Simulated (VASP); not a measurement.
# LiMgBN$_{2}$ (strained database structure), PBE single-point calculation: Ansatz's output and VASP's

```cif
data_structure
_symmetry_space_group_name_H-M 'P 1'
_symmetry_Int_Tables_number 1
_cell_length_a 5.1795
_cell_length_b 5.1795
_cell_length_c 5.1795
_cell_angle_alpha 137.313
_cell_angle_beta 136.636
_cell_angle_gamma 62.478
_cell_volume 63.90
loop_
_atom_site_label
_atom_site_type_symbol
_atom_site_fract_x
_atom_site_fract_y
_atom_site_fract_z
_atom_site_occupancy
Li1 Li 0.24815 0.74815 0.50000 1
Mg1 Mg 0.75181 0.25181 0.50000 1
B1 B 0.50002 0.50002 0.00000 1
N1 N 0.65112 0.65112 0.00000 1
N2 N 0.34890 0.34890 0.00000 1
```

Ansatz printed

```
SCF 1 converged in 7 iterations: F = -3057.055025 eV  dr2 = 9.47e-9
  greatest PAW one-centre occupation: 1.000 electrons in one spin orbital (limit 2), on the Mg atom at site 1 (counted from 0), in its partial waves of l = 0
NSCF: frozen V_eff on 9 k-points
SCF converged after 7 iterations
Free energy (F): -3057.055025 eV
Harris-Foulkes:  -3057.055025 eV  (|F-HF|=2.44e-8)
Internal energy: -3057.055025 eV  (E = F + TS)
E sigma→0 (E₀):  -3057.055025 eV
Fermi energy:    4.561524 eV
--- Per-component energies (eV) ---
  E_band       = -477.341933
  E_kinetic    = 410.916481
  E_local      = -2617.378422  (includes V_loc(G=0)·N_el)
  E_nonlocal   = 166.663371
  E_hartree    = 943.324559
  E_xc         = -193.010125
  E_vxc        = -243.092558  (∫ρ·V_xc dr)
  E_paw        = -646.741581  (= ΣΔE_a)
  E_vpaw       = -81.101604  (= ΣTr[D̂ρ^β])
  E_aug_tail   = 0.000225  (compensation charges beyond the density's cutoff)
  E_ewald      = -1120.829532
  E_smearing   = -0.000000  (= −TS)
  E_closure    = 0.000000  (closes the sum)
  Σ components = -3057.055025   (vs F -3057.055025, Δ=0.00e0)
--- Forces (eV/Å), atoms counted from 1 ---
  atom   1  Li     0.00000000    -0.00000000    -0.00168843
  atom   2  Mg    -0.00000000     0.00000000     0.00452032
  atom   3  B     -0.00000000     0.00000000     0.00077565
  atom   4  N      0.00000000    -0.00000000     0.28009904
  atom   5  N     -0.00000000     0.00000000    -0.28372152
  max |Σ_I F_I| component: 1.49e-5 eV/Å
--- Stress (GPa, compression-positive) ---
        0.995425      -0.000000      -0.000000
       -0.000000      -0.019342      -0.000000
       -0.000000      -0.000000       2.541759
  P = ⅓ Tr σ = 1.1726 GPa (11.726 kbar)
--- Band table (eV; the first three rows and the last of 171) ---
  k-point 0: bands = ["-70.2166", "-40.2902", "-37.0295", "-36.9478", "-36.9470", "-11.1596", "-10.1254", "-1.5550", "0.7055", "1.0599", "1.1220", "1.8143", "1.9103", "5.8692", "9.3309", "11.1256", "11.1774", "11.6597"]
  k-point 1: bands = ["-70.2166", "-40.2901", "-37.0295", "-36.9482", "-36.9473", "-11.1182", "-10.1344", "-1.5262", "0.5167", "0.8592", "1.0129", "1.7961", "2.0578", "6.3214", "9.6213", "10.7124", "10.8027", "12.3321"]
  k-point 2: bands = ["-70.2166", "-40.2897", "-37.0293", "-36.9491", "-36.9480", "-11.0079", "-10.1589", "-1.4477", "0.2250", "0.4002", "0.7824", "1.6499", "2.3665", "7.3169", "10.1686", "10.1897", "10.6188", "13.0717"]
  k-point 170: bands = ["-70.2166", "-40.2902", "-37.0296", "-36.9478", "-36.9470", "-10.7345", "-10.6115", "-0.7707", "-0.4314", "0.2479", "0.3434", "3.2095", "3.2422", "6.7872", "9.6645", "9.7839", "9.9055", "11.8681"]
```

Each program uses its own PAW datasets. VASP's cell holds 18 valence electrons and Ansatz's 26. Ansatz's stress includes a Pulay correction; VASP's doesn't.

What does VASP give for the same cell and level of theory?

gap between bands v and c 2.62 eV; least direct gap 3.53 eV; pressure 1.0 GPa; largest force 0.28 eV/Å.

From OUTCAR

```
k-points           NKPTS =    171   k-points in BZ     NKDIM =    171   number of bands    NBANDS=     17

   NELECT =      18.0000    total number of electrons

   dimension x,y,z NGX =    40 NGY =   40 NGZ =   40
   dimension x,y,z NGXF=    80 NGYF=   80 NGZF=   80

  energy-cutoff  :      520.00
  volume of cell :       63.90
      direct lattice vectors                 reciprocal lattice vectors
    -1.885103125  1.913568183  4.428520795     0.000000000  0.261291970  0.112904517
     1.885103125 -1.913568183  4.428520795     0.265237479  0.000000000  0.112904517
     1.885103125  1.913568183 -4.428520795     0.265237479  0.261291970  0.000000000

 k-points in reciprocal lattice and weights: KPOINTS created by Atomic Simulation Env
   0.00000000  0.00000000  0.00000000       0.001
   0.10000000 -0.00000000  0.00000000       0.004
   0.20000000 -0.00000000  0.00000000       0.004
   0.30000000  0.00000000  0.00000000       0.004
   0.40000000  0.00000000  0.00000000       0.004
   0.50000000  0.00000000  0.00000000       0.002
  -0.00000000  0.10000000  0.00000000       0.004
   0.10000000  0.10000000  0.00000000       0.008
   ...

 E-fermi :   1.3567

 k-point     1 :       0.0000    0.0000    0.0000
  band No.  band energies     occupation
      1     -42.5590      2.00000
      2     -13.4158      2.00000
      3     -12.3810      2.00000
      4      -3.7960      2.00000
      5      -1.5258      2.00000
      6      -1.1884      2.00000
      7      -1.1256      2.00000
      8      -0.4344      2.00000
      9      -0.3385      2.00000
     10       3.6192      0.00000
     11       7.0727      0.00000
     12       8.8816      0.00000
     13       8.9335      0.00000
     14       9.4018      0.00000
     15      11.8210      0.00000
     16      13.2238      0.00000
     17      13.3669      0.00000

 k-point     2 :       0.1000   -0.0000    0.0000
  band No.  band energies     occupation
      1     -42.5589      2.00000
      2     -13.3905      2.00000
      3     -12.3933      2.00000
      4      -3.7729      2.00000
      5      -1.6946      2.00000
      6      -1.3297      2.00000
      7      -1.1696      2.00000
      8      -0.3424      2.00000
      9      -0.2523      2.00000
     10       3.8783      0.00000
     11       7.2104      0.00000
     12       8.4785      0.00000
     13       8.8453      0.00000
     14       9.7443      0.00000
     15      11.9171      0.00000
     16      13.1595      0.00000
     17      13.2133      0.00000

 k-point     3 :       0.2000   -0.0000    0.0000
  band No.  band energies     occupation
      1     -42.5588      2.00000
      2     -13.3206      2.00000
      3     -12.4282      2.00000
      4      -3.7165      2.00000
      5      -2.1624      2.00000
      6      -1.4864      2.00000
      7      -1.2538      2.00000
      8      -0.2231      2.00000
      9      -0.0558      2.00000
     10       4.5209      0.00000
     11       7.4691      0.00000
     12       8.0483      0.00000
     13       8.6313      0.00000
     14      10.0551      0.00000
     15      12.0115      0.00000
     16      12.5594      0.00000
     17      12.8597      0.00000

 k-point     4 :       0.3000    0.0000    0.0000
  band No.  band energies     occupation
      1     -42.5585      2.00000
      2     -13.2246      2.00000
      3     -12.4794      2.00000
      4      -3.6584      2.00000
      5      -2.6569      2.00000
      6      -1.5837      2.00000
      7      -1.3248      2.00000
      8      -0.1586      2.00000
      9       0.1571      2.00000
     10       5.3121      0.00000
     11       7.1734      0.00000
     12       8.3996      0.00000
     13       8.4608      0.00000
     14       9.8209      0.00000
     15      11.7919      0.00000
     16      11.8344      0.00000
     17      12.9210      0.00000

 k-point     5 :       0.4000    0.0000    0.0000
  band No.  band energies     occupation
      1     -42.5583      2.00000
      2     -13.1345      2.00000
      3     -12.5319      2.00000
      4      -3.6268      2.00000
      5      -2.9989      2.00000
      6      -1.6254      2.00000
      7      -1.3669      2.00000
      8      -0.1378      2.00000
      9       0.3165      2.00000
     10       6.0390      0.00000
     11       6.8412      0.00000
     12       8.2393      0.00000
     13       9.0904      0.00000
     14       9.3260      0.00000
     15      11.1813      0.00000
     16      11.3288      0.00000
     17      13.4254      0.00000

 ...

  Total        0.3182999     -0.0921200      0.9511450      0.0000000      0.0000000      0.0000000
  in kB        7.9808527     -2.3097593     23.8484183      0.0000000      0.0000000      0.0000000
  external PRESSURE =       9.8398372 kB  Pullay stress =       0.0000000 kB

 POSITION                                       TOTAL-FORCE (eV/Angst)
 -----------------------------------------------------------------------------------
      1.88510     -0.00000      2.19790        -0.000000     -0.000000     -0.002913
      0.00000      1.91357      2.23026        -0.000000     -0.000000      0.002993
      0.00000      0.00000      4.42872         0.000000     -0.000000      0.003177
      0.00000      0.00000      5.76700         0.000000     -0.000000      0.275593
      0.00000      0.00000      3.09021        -0.000000      0.000000     -0.278851
 -----------------------------------------------------------------------------------
    total drift:                               -0.000000      0.000000     -0.000612

  FREE ENERGIE OF THE ION-ELECTRON SYSTEM (eV)
  ---------------------------------------------------
  free  energy   TOTEN  =       -31.5471020665 eV

  energy  without entropy=      -31.5471020665  energy(sigma->0) =      -31.54710207
```
